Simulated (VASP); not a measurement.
Input of a VASP 6.6.1 run:

Contents of POSCAR:

```
BAs
1.0
    0.0000000000      2.3885000000      2.3885000000
    2.3885000000      0.0000000000      2.3885000000
    2.3885000000      2.3885000000      0.0000000000
B As
1 1
Direct
    0.0000000000      0.0000000000      0.0000000000
    0.2500000000      0.2500000000      0.2500000000
```

File INCAR.step1:

```
PREC = Accurate ; ENCUT = 600
EDIFF = 1E-8 ; ISMEAR = 0
SIGMA = 0.02 ; LREAL = False
LASPH = True ; NELM = 100
ALGO = Normal ; ISIF = 3
LWAVE = False ; LCHARG = False
IBRION = 2 ; NSW = 40
EDIFFG = -0.002
```

INCAR.step2

```
PREC = Accurate ; ENCUT = 600
EDIFF = 1E-8 ; ISMEAR = 0
SIGMA = 0.02 ; LREAL = False
LASPH = True ; NELM = 100
ALGO = Normal ; ISIF = 3
LWAVE = False ; LCHARG = False
IBRION = 6 ; NFREE = 2
POTIM = 0.015 ; NSW = 1
```

File KPOINTS:

```
regular mesh
0
Gamma
  10 10 10
```

Potentials or basis: VASP PAW LDA potentials, release 64 (B, As).

Command:

```bash
$ cat potpaw_LDA.64/B/POTCAR potpaw_LDA.64/As/POTCAR > POTCAR
$ cp INCAR.step1 INCAR
$ mpirun -np 1 vasp_std > vasp.out
$ cp CONTCAR POSCAR
$ cp INCAR.step2 INCAR
$ mpirun -np 1 vasp_std > vasp.out
```

Question: What does it give for the elastic constants C11, C12, C44?

Answer: 288, 77, 155 GPa.

Question: What does it give for the Voigt bulk modulus?

Answer: 148 GPa.

Question: Estimate the relaxed volume.

Answer: 13.33 Å³/atom.

Question: Predict the space group after relaxing (to 0.05 Å).

Answer: F-43m (No. 216).

Question: What does it give for the highest phonon frequency at Γ, LO-TO splitting left out?

Answer: 700 cm⁻¹.

Clamped-ion elastic tensor (GPa):
```
288  77  77   0   0   0
 77 288  77   0   0   0
 77  77 288   0   0   0
  0   0   0 176   0   0
  0   0   0   0 176   0
  0   0   0   0   0 176
```
